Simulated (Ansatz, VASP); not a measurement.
# AlN in two plane-wave programs, part 2 of 2

One calculation is typed for both programs; each brings its own data sets. How far apart do they land? The cell is taken from a series of runs on this material, whose earlier steps may have relaxed, scaled, displaced or heated it; both programs get it as it stands.

VASP 6.6.1 and Ansatz 0.2.0.

So far: Set-up; VASP: relaxation of cell and atoms, LDA; Ansatz: relaxation of cell and atoms, LDA; Differences.

**5. VASP: zone-centre phonons, LDA**

Level of this step: LDA; plane waves and PAW (Al, N) (VASP).

Second derivatives magnify differences that forces hide, and they need a tight electronic threshold.

INCAR reads:

```
SYSTEM = AlN
PREC = Accurate
ENCUT = 600
EDIFF = 1E-08
NELM = 120
ISMEAR = 0
SIGMA = 0.01
LREAL = .FALSE.
ALGO = Normal
GGA = CA
NBANDS = 10
LORBIT = 11
LWAVE = .FALSE.
LCHARG = .FALSE.
ISIF = 2
IBRION = 8
LASPH = .TRUE.
GGA_COMPAT = .FALSE.
EFERMI = MIDGAP
KPAR = 2
```

POSCAR reads:

```
AlN
1.0
    0.0000000000      2.1711276015      2.1711276015
    2.1711276015      0.0000000000      2.1711276015
    2.1711276015      2.1711276015      0.0000000000
Al N
1 1
Direct
    0.0000000000      0.0000000000      0.0000000000
    0.7500000000      0.7500000000      0.7500000000
```

KPOINTS reads:

```
Automatic mesh
0
Gamma
8 8 8
0 0 0
```

PAW data sets: Al and N (LDA family, release 64).

Launch:

```sh
> mpirun -np 2 vasp_std
```

Numbers of over 12 decimals in the logs are rounded to 6 here.

What it wrote:

```text
[... set-up lines as in an earlier step ...]
 entering main loop
       N       E                     dE             d eps       ncg     rms          rms(c)
DAV:   1     0.959356392708E+01    0.95936E+01   -0.43187E+03   596   0.759E+02
DAV:   2    -0.181714602058E+02   -0.27765E+02   -0.27041E+02   708   0.136E+02
DAV:   3    -0.189393290234E+02   -0.76787E+00   -0.76665E+00   676   0.216E+01
DAV:   4    -0.189428845273E+02   -0.35555E-02   -0.35553E-02   654   0.177E+00
[...]
DAV:  10    -0.163759089588E+02   -0.20492E-04   -0.54223E-05   640   0.563E-02    0.407E-02
DAV:  11    -0.163759078318E+02    0.11270E-05   -0.12556E-06   660   0.813E-03    0.780E-03
DAV:  12    -0.163759078344E+02   -0.25337E-08   -0.35463E-08   682   0.154E-03
   1 F= -.16375908E+02 E0= -.16375908E+02  d E =0.000000E+00
 Linear response reoptimize wavefunctions to high precision
DAV:   1    -0.163759078303E+02    0.40886E-08   -0.16129E-08   646   0.835E-04
DAV:   2    -0.163759078303E+02    0.27853E-11   -0.84736E-11   330   0.102E-04
 Linear response DOF=           2
 Linear response progress:
[...]
RMM:   9    -0.535996089343E-02    0.55629E-08    0.13055E-07  3308   0.430E-05    0.754E-07
RMM:  10    -0.535996167153E-02   -0.77810E-09    0.12690E-07  2455   0.360E-05    0.330E-07
RMM:  11    -0.535996186263E-02   -0.19111E-09    0.11524E-07  1851   0.356E-05    0.367E-08
 first order change of Fermi-energy   0.13042E+00
 force on displaced ion       1 direction 1 : -15.239   0.000   0.000
 Linear response progress:
  Degree of freedom:   2/  2
       N       E                     dE             d eps       ncg     rms          rms(c)
RMM:   1    -0.231655584216E+00   -0.23166E+00    0.20345E-01  3607   0.326E+00
RMM:   2    -0.232183108555E+00   -0.52752E-03   -0.19683E-03  2957   0.380E-01    0.181E-01
RMM:   3    -0.233006126457E+00   -0.82302E-03   -0.69555E-04  2784   0.179E-01    0.898E-02
RMM:   4    -0.234811810928E+00   -0.18057E-02   -0.60766E-04  2798   0.164E-01    0.213E-02
[...]
RMM:   9    -0.234842337484E+00    0.10397E-07   -0.40810E-08  3419   0.124E-04    0.237E-06
RMM:  10    -0.234842375961E+00   -0.38477E-07   -0.43571E-08  3312   0.106E-04    0.102E-06
RMM:  11    -0.234842373049E+00    0.29122E-08   -0.46603E-08  2594   0.104E-04    0.104E-07
 first order change of Fermi-energy  -0.13007E+00
 force on displaced ion       2 direction 1 : -15.238   0.000   0.000
 Linear response finished
```

From OUTCAR (step 5):

```text
  Total        0.0702466      0.0702466      0.0702466     -0.0000000      0.0000000     -0.0000000
  in kB        5.4985710      5.4985710      5.4985710     -0.0000000      0.0000000     -0.0000000
  external PRESSURE =       5.4985710 kB  Pullay stress =       0.0000000 kB

 POSITION                                       TOTAL-FORCE (eV/Angst)
 -----------------------------------------------------------------------------------
      0.00000      0.00000      0.00000         0.000000     -0.000000      0.000000
      3.25669      3.25669      3.25669        -0.000000      0.000000     -0.000000
 -----------------------------------------------------------------------------------
    total drift:                                0.000000      0.000000      0.000000

[... 1 part as in an earlier step ...]

[... 1 further part left out ...]
```

**6. Ansatz: zone-centre phonons, LDA**

The same cell, functional (in two slightly different forms) and mesh now go to Ansatz, which takes its cutoff from its data sets.

The cell is taken from a series of runs on this material, whose earlier steps may have relaxed, scaled, displaced or heated it; both programs get it as it stands.

input.yaml reads:

```yaml
crystal:
  lattice:
    - [0.0, 2.1711276015, 2.1711276015]
    - [2.1711276015, 0.0, 2.1711276015]
    - [2.1711276015, 2.1711276015, 0.0]
  atoms:
    - { symbol: Al, position: [0.0, 0.0, 0.0] }
    - { symbol: "N", position: [0.75, 0.75, 0.75] }
kpoints:
  mp_grid: { grid: [8, 8, 8] }
hamiltonian:
  xc: lda
scf:
  occupations: { method: fixed }
output:
  eigenvalues: true
phonons:
  method: dfpt
  qmesh: [4, 4, 4]
  temperatures: { t_max: 1000, t_step: 50 }
  qpath:
    path:
      - [[0.0, 0.0, 0.0], [-0.5, -0.5, 0.0], [-0.375, -0.375, 0.25]]
      - [[-0.375, 0.0, 0.375], [0.0, 0.0, 0.0], [0.0, 0.0, 0.5], [-0.5, -0.25, 0.25], [-0.5, -0.5, 0.0]]
    npoints: 10
  non_analytic_term:
    high_frequency_dielectric_tensor: [[4.538, 0.0, 0.0], [0.0, 4.538, 0.0], [0.0, 0.0, 4.538]]
    born_effective_charges:
      - { species: Al, tensor: [[2.5452, 0.0, 0.0], [0.0, 2.5452, 0.0], [0.0, 0.0, 2.5452]] }
      - { species: "N", tensor: [[-2.5452, 0.0, 0.0], [0.0, -2.5452, 0.0], [0.0, 0.0, -2.5452]] }
    source: "zone-centre run at this cell"
```

Launch:

```sh
> ansatz run input.yaml --threads 4 --pin off --max-ram 7168MiB --backend cpu --events-out ev --progress --plain --runs-dir out
```

What it wrote:

```text
[...]
largest difference from the sums on the solved wave vectors: F 7.25e-3 eV, S 1.14e-5 and C_V 3.94e-6 eV/K
  zero-point energy: 0.195956 eV/cell   skipped modes (ω ≤ 0): 3   left out of the sums: 3.62e-5 of the cell's modes: C_V's classical limit lies that fraction below 3 k_B per atom; for a crystal, a wire or a layer, F and S can be off by more, and a phonons.interpolated_qmesh denser along its periods is the remedy for the sampling
[key lines of the parts left out:]
SCF converged after 7 iterations
Free energy (F): -889.811579 eV
Fermi energy:    6.862143 eV
```

**7. Differences**

What differs besides the data sets and the points named for the pairs above, as far as they apply: VASP's run holds the zone centre alone. Total energies have different zeros and are not compared.

The two programs side by side:

```csv
quantity,Ansatz,VASP,difference
optical mode 1 to 3 (cm⁻¹),664.1,670.5,-0.95 %
```

Modes are paired by rising frequency, not by their patterns, so a pair may set unlike modes beside each other; they are those without the splitting of longitudinal modes.

**8. Outcome**

- difference in volume (relaxation of cell and atoms, LDA): -0.26 %
- r.m.s. difference of the optical zone-centre modes, each program's sorted by frequency (zone-centre phonons, LDA): 6.3 cm⁻¹
- difference in optical mode 1 to 3 (zone-centre phonons, LDA): -0.9 %

The difference in volume is -0.26 % (relaxation of cell and atoms, LDA), within the 1.2 % picked in this series as the mark of a large difference, as far as the stopping tolerances let one tell. Among the rows given in per cent, the largest difference of the zone-centre phonons, LDA pair is in optical mode 1 to 3, -0.9 %. Such differences can come from data sets, numerical settings and the points named under the comparisons, not from the functional's error against experiment.

[Lines on the potential files, build, host, timing and source positions are cut from VASP's logs without a mark.]

[Logs are printed without paths, hosts, clocks, repeated set-up lines and the standing remarks that a program may print on its own settings, such as how far it seeks lower states.]

[Hosts, paths, dates, database ids (printed as entryN), source tags and the programs' standing remarks are cut or masked in the printed files.]
